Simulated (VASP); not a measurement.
## Sc3Te: relaxation of cell and atoms with PBE+D3

Sc3Te:

```
CELL_PARAMETERS angstrom
0.00000 3.56950 3.56950
3.56950 0.00000 3.56950
3.56950 3.56950 0.00000
ATOMIC_POSITIONS crystal
Sc 0.25000 0.25000 0.25000
Sc 0.75000 0.75000 0.75000
Sc 0.50000 0.50000 0.50000
Te 0.00000 0.00000 0.00000
```

The cell was built by a generator and needn't be a form met in nature.

```json
{"Program": "VASP 6.6.1", "Task": "relaxation of cell and atoms", "Functional": "PBE", "Dispersion": "D3", "Potentials or basis": "VASP PAW PBE potentials, release 64 (Sc_sv, Te)", "Cutoff": "600 eV", "k mesh": "5 × 5 × 5", "Occupations": "fermi-dirac, width 0.05 eV", "Spin": "no spin polarisation", "Further INCAR settings": "ALGO = Normal; EDIFF = 1e-07; IBRION = 2; EDIFFG = -0.01; NSW = 60; ISIF = 3"}
```

```json
{
 "Relaxed volume": "21.67 Å³/atom",
 "Relaxed cell": "a = 4.967 Å, b = 4.967 Å, c = 4.967 Å, α = 60.00°, β = 60.00°, γ = 60.00°",
 "Space group after relaxing (to 0.05 Å)": "Fm-3m (No. 225)",
 "Energy gained by relaxing": "9.4 meV/atom",
 "Ionic steps": "3",
 "Pressure after relaxing": "0.0 GPa",
 "Band gap on the k mesh": "none (metal or under the smearing width)",
 "Dispersion energy per atom": "-0.302 eV"
}
```

The path:
```tsv
step	energy change (eV)	largest force (eV/Å)	pressure (GPa)	volume (Å³)
1	0.0000	0.0000	-2.66	90.96
2	-0.0367	0.0000	0.44	86.08
3	-0.0375	0.0000	0.01	86.67
```

Final structure:
```yaml
crystal:
  lattice:
    - [0.00000, 3.51248, 3.51248]
    - [3.51248, 0.00000, 3.51248]
    - [3.51248, 3.51248, 0.00000]
  atoms:
    - { symbol: Sc, position: [0.25000, 0.25000, 0.25000] }
    - { symbol: Sc, position: [0.75000, 0.75000, 0.75000] }
    - { symbol: Sc, position: [0.50000, 0.50000, 0.50000] }
    - { symbol: Te, position: [0.00000, 0.00000, 0.00000] }
```

Levels at points of the mesh, in eV from the Fermi level:
```csv
k point,band 15,band 16,band 17,band 18,band 19,band 20,band 21,band 22,band 23
"(0.00, 0.00, 0.00)",-4.27,-4.27,-1.90,-1.45,-1.45,-0.03,-0.03,-0.03,2.33
```

Run time: 93 s on 1 thread of Intel(R) Xeon(R) Platinum 8375C CPU @ 2.90GHz (Ice Lake) (shared host), peak memory 0.26 GiB.

Caveat: pairwise dispersion overbinds metals, which lowers pressure and volume. The run has no spin-orbit coupling, so splittings on Te are missing.
